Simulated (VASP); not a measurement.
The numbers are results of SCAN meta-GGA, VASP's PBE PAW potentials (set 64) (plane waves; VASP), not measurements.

The input files of a VASP run:

**POSCAR**
```
MoSi2
1
   -1.5957317111     1.5957317111     3.9188932388
    1.5957317111    -1.5957317111     3.9188932388
    1.5957317111     1.5957317111    -3.9188932388
Si Mo
2 1
Direct
  0.6643794742   0.6643794742   0.0000000000
  0.3356205258   0.3356205258   1.0000000000
  0.0000000000   0.0000000000   0.0000000000
```

### INCAR
```
# general
SYSTEM   =  MoSi2
PREC     =  Accurate
ENCUT    =  520
LREAL    =  .False.
LASPH    =  .True.

# electronic loop
EDIFF    =  1E-6
NELM     =  100
ALGO     =  Normal
LMAXMIX  =  4
LMIXTAU  =  .True.

# smearing
ISMEAR   =  1
SIGMA    =  0.1

# functional
METAGGA  =  SCAN

# ions
IBRION   =  2
NSW      =  60
ISIF     =  3
EDIFFG   =  -0.02

# output
LWAVE    =  .False.
LCHARG   =  .False.
```

### KPOINTS
```
Automatic
0
Gamma
  12 12 12
0 0 0
```

POTCAR, in this order: Si Mo_sv (PBE.64 set). Program: vasp_std.

What VASP printed:

**OUTCAR**
```
 ion  position               nearest neighbor table
   1  0.664  0.664  0.000-   2 2.58   3 2.60   3 2.60   3 2.60   3 2.60   2 2.63   2 2.63   2 2.63
                             2 2.63   3 2.63
   2  0.336  0.336  0.000-   1 2.58   3 2.60   3 2.60   3 2.60   3 2.60   1 2.63   1 2.63   1 2.63
                             1 2.63   3 2.63
   3  0.000  0.000  0.000-   1 2.60   1 2.60   1 2.60   2 2.60   1 2.60   2 2.60   2 2.60   2 2.60
                             1 2.63   2 2.63
  LATTYP: Found a body centered tetragonal cell.
 ALAT       =     3.1914634222
 C/A-ratio  =     2.4558597235
 Subroutine PRICEL returns:
 Original cell was already a primitive cell.
 Subroutine GETGRP returns: Found 16 space group operations
The static configuration has the point symmetry D_4h.
The dynamic configuration has the point symmetry D_4h.
 Subroutine INISYM returns: Found 16 space group operations
 Subroutine IBZKPT returns following result:
 Found    163 irreducible k-points:

 Following reciprocal coordinates:
            Coordinates               Weight
  0.000000  0.000000  0.000000      1.000000
  0.083333 -0.000000  0.000000      8.000000
  0.166667  0.000000  0.000000      8.000000
  0.250000 -0.000000  0.000000      8.000000
  0.333333  0.000000 -0.000000      8.000000
  0.416667 -0.000000  0.000000      8.000000
  0.500000 -0.000000  0.000000      4.000000
  0.083333  0.083333  0.000000      8.000000
  0.166667  0.083333  0.000000     16.000000
  0.250000  0.083333 -0.000000     16.000000
  0.333333  0.083333  0.000000     16.000000
  0.416667  0.083333  0.000000     16.000000
  0.500000  0.083333  0.000000     16.000000
 -0.416667  0.083333 -0.000000     16.000000
 -0.333333  0.083333  0.000000     16.000000
 -0.250000  0.083333  0.000000     16.000000
 -0.166667  0.083333  0.000000     16.000000
 -0.083333  0.083333  0.000000      4.000000
  0.166667  0.166667 -0.000000      8.000000
...
```

**OSZICAR**
```
       N       E                     dE             d eps       ncg     rms          rms(c)
DAV:   1     0.882781874863E+02    0.88278E+02   -0.11838E+04  4898   0.144E+03
DAV:   2    -0.602488826524E+02   -0.14853E+03   -0.14657E+03  6017   0.348E+02
DAV:   3    -0.633176750375E+02   -0.30688E+01   -0.30039E+01  6556   0.454E+01
DAV:   4    -0.633322562763E+02   -0.14581E-01   -0.14573E-01  5569   0.363E+00
DAV:   5    -0.633323757211E+02   -0.11944E-03   -0.11944E-03  6591   0.312E-01    0.258E+01
DAV:   6    -0.565016506573E+02    0.68307E+01   -0.77859E+00  5772   0.280E+01    0.474E+00
DAV:   7    -0.559832956939E+02    0.51835E+00   -0.12273E+00  5422   0.121E+01    0.388E+00
DAV:   8    -0.562956959192E+02   -0.31240E+00   -0.89803E-01  4939   0.119E+01    0.114E+00
DAV:   9    -0.562826631224E+02    0.13033E-01   -0.24965E-01  5303   0.543E+00    0.315E-01
DAV:  10    -0.562628747210E+02    0.19788E-01   -0.16697E-01  4904   0.477E+00    0.296E-01
DAV:  11    -0.562629344840E+02   -0.59763E-04   -0.51030E-03  6549   0.866E-01    0.221E-01
DAV:  12    -0.562632006807E+02   -0.26620E-03   -0.23930E-03  4995   0.665E-01    0.554E-02
DAV:  13    -0.562626716770E+02    0.52900E-03   -0.91861E-03  4911   0.111E+00    0.345E-02
DAV:  14    -0.562622500930E+02    0.42158E-03   -0.27107E-03  4967   0.610E-01    0.207E-02
DAV:  15    -0.562623094119E+02   -0.59319E-04   -0.69932E-04  5009   0.351E-01    0.109E-02
DAV:  16    -0.562622166297E+02    0.92782E-04   -0.44386E-04  4981   0.284E-01    0.611E-03
DAV:  17    -0.562622016808E+02    0.14949E-04   -0.49128E-05  6059   0.854E-02    0.190E-03
DAV:  18    -0.562622039623E+02   -0.22815E-05   -0.17436E-05  5100   0.541E-02    0.248E-03
DAV:  19    -0.562622016931E+02    0.22692E-05   -0.29302E-06  5275   0.217E-02    0.117E-03
DAV:  20    -0.562622018126E+02   -0.11952E-06   -0.12129E-06  3054   0.121E-02
   1 F= -.56262202E+02 E0= -.56262153E+02  d E =-.562622E+02
       N       E                     dE             d eps       ncg     rms          rms(c)
DAV:   1    -0.562634083263E+02   -0.12066E-02   -0.32637E-02  5296   0.203E+00    0.415E-01
DAV:   2    -0.562623854049E+02    0.10229E-02   -0.83231E-03  5373   0.807E-01    0.760E-02
DAV:   3    -0.562622137631E+02    0.17164E-03   -0.82146E-04  5128   0.270E-01    0.387E-02
DAV:   4    -0.562622414254E+02   -0.27662E-04   -0.30344E-04  5142   0.204E-01    0.155E-02
DAV:   5    -0.562622911611E+02   -0.49736E-04   -0.86504E-04  4904   0.343E-01    0.321E-02
DAV:   6    -0.562621918093E+02    0.99352E-04   -0.27973E-04  4904   0.195E-01    0.132E-02
DAV:   7    -0.562621940604E+02   -0.22511E-05   -0.39864E-05  5184   0.839E-02    0.384E-03
DAV:   8    -0.562621910176E+02    0.30428E-05   -0.35192E-05  4911   0.805E-02    0.266E-03
DAV:   9    -0.562621901773E+02    0.84031E-06   -0.81190E-06  4960   0.366E-02
   2 F= -.56262190E+02 E0= -.56262149E+02  d E =0.116354E-04
       N       E                     dE             d eps       ncg     rms          rms(c)
DAV:   1    -0.562625827438E+02   -0.39173E-03   -0.93612E-03  5310   0.108E+00    0.223E-01
DAV:   2    -0.562623006712E+02    0.28207E-03   -0.23591E-03  5415   0.430E-01    0.410E-02
DAV:   3    -0.562622442371E+02    0.56434E-04   -0.22790E-04  5107   0.142E-01    0.210E-02
DAV:   4    -0.562622458115E+02   -0.15744E-05   -0.85492E-05  5163   0.107E-01    0.843E-03
DAV:   5    -0.562622678944E+02   -0.22083E-04   -0.25512E-04  4918   0.185E-01    0.173E-02
DAV:   6    -0.562622355398E+02    0.32355E-04   -0.89363E-05  4890   0.110E-01    0.718E-03
DAV:   7    -0.562622372761E+02   -0.17363E-05   -0.14413E-05  5107   0.499E-02    0.232E-03
DAV:   8    -0.562622363418E+02    0.93428E-06   -0.11610E-05  4890   0.452E-02    0.155E-03
DAV:   9    -0.562622356756E+02    0.66620E-06   -0.20493E-06  4288   0.179E-02
   3 F= -.56262236E+02 E0= -.56262191E+02  d E =-.338630E-04
```

OUTCAR:
```
------------------------ aborting loop because EDIFF is reached ----------------------------------------
  FORCE on cell =-STRESS in cart. coord.  units (eV):
  Direction    XX          YY          ZZ          XY          YZ          ZX
  --------------------------------------------------------------------------------------
  Total       -0.0018126     -0.0018126     -0.0268033      0.0000000      0.0000000      0.0000000
  in kB       -0.0726817     -0.0726817     -1.0747625      0.0000000      0.0000000      0.0000000
  external PRESSURE =      -0.4067086 kB  Pullay stress =       0.0000000 kB
  volume of cell :       39.96
      direct lattice vectors                 reciprocal lattice vectors
    -1.596531983  1.596531983  3.918968063     0.000000000  0.313178818  0.127584607
     1.596531983 -1.596531983  3.918968063     0.313178818  0.000000000  0.127584607
     1.596531983  1.596531983 -3.918968063     0.313178818  0.313178818  0.000000000
 POSITION                                       TOTAL-FORCE (eV/Angst)
 -----------------------------------------------------------------------------------
      0.00000      0.00000      5.20747        -0.000000     -0.000000      0.000376
      0.00000      0.00000      2.63047         0.000000      0.000000     -0.000376
      0.00000      0.00000      0.00000        -0.000000     -0.000000      0.000000
 -----------------------------------------------------------------------------------
    total drift:                                0.000000     -0.000000     -0.000000
  FREE ENERGIE OF THE ION-ELECTRON SYSTEM (eV)
  ---------------------------------------------------
  free  energy   TOTEN  =       -56.2622356756 eV

  energy  without entropy=      -56.2621004061  energy(sigma->0) =      -56.26219059

 reached required accuracy - stopping structural energy minimisation
```
(Selected blocks of OUTCAR.)

**CONTCAR**
```
MoSi2
   1.00000000000000
    -1.5965319834540297    1.5965319834540297    3.9189680630022403
     1.5965319834540297   -1.5965319834540297    3.9189680630022403
     1.5965319834540297    1.5965319834540297   -3.9189680630022403
  Si              Mo
     2     1
Direct
     0.6643926272594968    0.6643926272594968    0.0000000000000000
     0.3356073727405032    0.3356073727405032    0.0000000000000000
     0.0000000000000000    0.0000000000000000    0.0000000000000000
```

The compound is MoSi2 in the MoSi2 type structure. This run relaxes it. Symmetry was kept, so distortions that lower it aren't found. The start is the result of an earlier pass.
